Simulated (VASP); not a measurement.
ZnSe (zinc blende), at 1.04 of the tabulated volume:

```
ZnSe
1.0
    0.00000     2.87231     2.87231
    2.87231     0.00000     2.87231
    2.87231     2.87231     0.00000
Zn Se
1 1
Cartesian
  0.00000   0.00000   0.00000
  1.43615   1.43615   1.43615
```

The lowest empty band near Γ, direction [100], from PBE with spin-orbit coupling in VASP (PAW); its two spin partners are averaged. The gap over the points computed is 1.00 eV, and the next band on that side lies 4.59 eV away at the edge.

Run with 400 eV cut-off, 9×9×9 Γ-centred mesh, Gaussian smearing of 0.050 eV, potentials Zn Se.

| distance from the edge in k (1/Å) | distance in energy (meV) |
|---|---|
| 0.012 | 6.4 |
| 0.018 | 14.3 |
| 0.025 | 27.2 |
| 0.035 | 52.1 |
| 0.050 | 101.9 |
| 0.070 | 186.6 |

Problem. Fit E(1 + αE) = ħ²k²/2m* (ħ²/2m0 = 3.810 eV Å²) and predict the row at 0.095 1/Å.

Solution. Least squares on the energies gives the electron mass m* = 0.086 m0 and α = 0.91 per eV, and so 312.9 meV. The run gave 313.3 meV, +0.4 meV from the fit. So light an electron mass at Γ scales with the gap, and carries this level's error in it.

Left out are points under 3 meV from the edge, since the levels carry 0.1 meV, and points farther than half the way to the next band.

The compound is ZnSe in the zinc blende structure. The cell was not relaxed at this level.
